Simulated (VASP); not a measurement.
Level of theory: optB86b-vdW, VASP's PBE PAW potentials (set 64) (plane waves; VASP 6.6.1).

The input files of a VASP run:

POSCAR:
```
SiC
1
    0.0000000000     2.1869229720     2.1869229720
    2.1869229720     0.0000000000     2.1869229720
    2.1869229720     2.1869229720     0.0000000000
Si C
1 1
Direct
  0.0000000000   0.0000000000   0.0000000000
  0.2500000000   0.2500000000   0.2500000000
```

### INCAR
```
SYSTEM=SiC
PREC=Accurate; ENCUT=520; LREAL=.False.
LASPH=.True.; ICHARG=11
EDIFF=1E-7; NELM=100; ALGO=Normal
ISMEAR=0; SIGMA=0.05
GGA=MK; LUSE_VDW=.True.; AGGAC=0.0
PARAM1=0.1234; PARAM2=1.0
LWAVE=.False.; LCHARG=.False.; LORBIT=11
```

### KPOINTS
```
k-points along high-symmetry lines
15
Line-mode
Reciprocal
  0.000000   0.000000   0.000000 ! GAMMA
 -0.500000  -0.500000   0.000000 ! X

 -0.500000  -0.500000   0.000000 ! X
 -0.375000  -0.375000   0.250000 ! U

 -0.375000  -0.000000   0.375000 ! K
  0.000000   0.000000   0.000000 ! GAMMA

  0.000000   0.000000   0.000000 ! GAMMA
 -0.000000  -0.000000   0.500000 ! L

 -0.000000  -0.000000   0.500000 ! L
 -0.500000  -0.250000   0.250000 ! W

 -0.500000  -0.250000   0.250000 ! W
 -0.500000  -0.500000   0.000000 ! X
```

POTCAR, in this order: Si C (PBE.64 set). Program: vasp_std. Read from the step before: CHGCAR.

What VASP printed:

File OUTCAR:
```
 ion  position               nearest neighbor table
   1  0.000  0.000  0.000-   2 1.89   2 1.89   2 1.89   2 1.89
   2  0.250  0.250  0.250-   1 1.89   1 1.89   1 1.89   1 1.89
  LATTYP: Found a face centered cubic cell.
 ALAT       =     4.3738459440
 Subroutine PRICEL returns:
 Original cell was already a primitive cell.
 Subroutine GETGRP returns: Found 24 space group operations
The static configuration has the point symmetry T_d .
The dynamic configuration has the point symmetry T_d .
 Subroutine INISYM returns: Found 24 space group operations
   k-points           NKPTS =     90   k-points in BZ     NKDIM =     90   number of bands    NBANDS=      8
   number of dos      NEDOS =    301   number of ions     NIONS =      2
   total plane-waves  NPLWV =  13824
   dimension x,y,z NGX =    24 NGY =   24 NGZ =   24
   dimension x,y,z NGXF=    48 NGYF=   48 NGZF=   48
   ions per type =               1   1
   PREC   = accura    normal or accurate (medium, high low for compatibility)
   ISTART =      0    job   : 0-new  1-cont  2-samecut
   ICHARG =     11    charge: 1-file 2-atom 10-const
   ISPIN  =      1    spin polarized calculation?
   LNONCOLLINEAR =      F non collinear calculations
   LSORBIT =      F    spin-orbit coupling
   INIWAV =      1    electr: 0-lowe 1-rand  2-diag
   ENCUT  =  520.0 eV  38.22 Ry    6.18 a.u.   5.75  5.75  5.75*2*pi/ulx,y,z
...
```

**OSZICAR**
```
       N       E                     dE             d eps       ncg     rms          rms(c)
DAV:   1     0.890709855610E+01    0.89071E+01   -0.40183E+03  1464   0.829E+02
DAV:   2    -0.111315148080E+02   -0.20039E+02   -0.18830E+02  2192   0.100E+02
DAV:   3    -0.114231050837E+02   -0.29159E+00   -0.29159E+00  1648   0.155E+01
DAV:   4    -0.114240588974E+02   -0.95381E-03   -0.95381E-03  2400   0.923E-01
DAV:   5    -0.114240596209E+02   -0.72349E-06   -0.72349E-06  1648   0.159E-02
DAV:   6    -0.114240596284E+02   -0.74890E-08   -0.74892E-08  2312   0.103E-03
   1 F= -.11424060E+02 E0= -.11424060E+02  d E =-.106387E-17
```

File OUTCAR:
```
 val. band max:        7.9522421231   @ k =   0.0000   0.0000   0.0000

 cond. band min:       9.3577576060   @ k =  -0.5000  -0.5000   0.0000



 k-point     1 :       0.0000    0.0000    0.0000
  band No.  band energies     occupation
      1      -7.3316      2.00000
      2       7.9522      2.00000
      3       7.9522      2.00000
      4       7.9522      2.00000
      5      14.1119      0.00000
      6      15.1887      0.00000
      7      15.1887      0.00000
      8      15.1887      0.00000

 k-point     2 :      -0.0357   -0.0357    0.0000
  band No.  band energies     occupation
      1      -7.2986      2.00000
      2       7.8451      2.00000
      3       7.8859      2.00000
      4       7.8859      2.00000
      5      14.2085      0.00000
      6      15.0999      0.00000
      7      15.2848      0.00000
      8      15.2848      0.00000

 k-point     3 :      -0.0714   -0.0714    0.0000
  band No.  band energies     occupation
      1      -7.1997      2.00000
      2       7.5458      2.00000
      3       7.6992      2.00000
      4       7.6992      2.00000
      5      14.4281      0.00000
      6      14.8857      0.00000
      7      15.5600      0.00000
      8      15.5600      0.00000

 k-point     4 :      -0.1071   -0.1071    0.0000
  band No.  band energies     occupation
      1      -7.0355      2.00000
      2       7.1029      2.00000
      3       7.4222      2.00000
      4       7.4222      2.00000
      5      14.3070      0.00000
      6      14.9532      0.00000
      7      15.9819      0.00000
      8      15.9819      0.00000

 k-point     5 :      -0.1429   -0.1429    0.0000
  band No.  band energies     occupation
      1      -6.8068      2.00000
      2       6.5631      2.00000
      3       7.0900      2.00000
      4       7.0900      2.00000
      5      13.8306      0.00000
      6      15.1996      0.00000
      7      16.5118      0.00000
      8      16.5118      0.00000
...
```

The density is held fixed in this step, so its total energy and stress have no physical meaning.

The compound is SiC in the zinc blende structure. It was relaxed first.
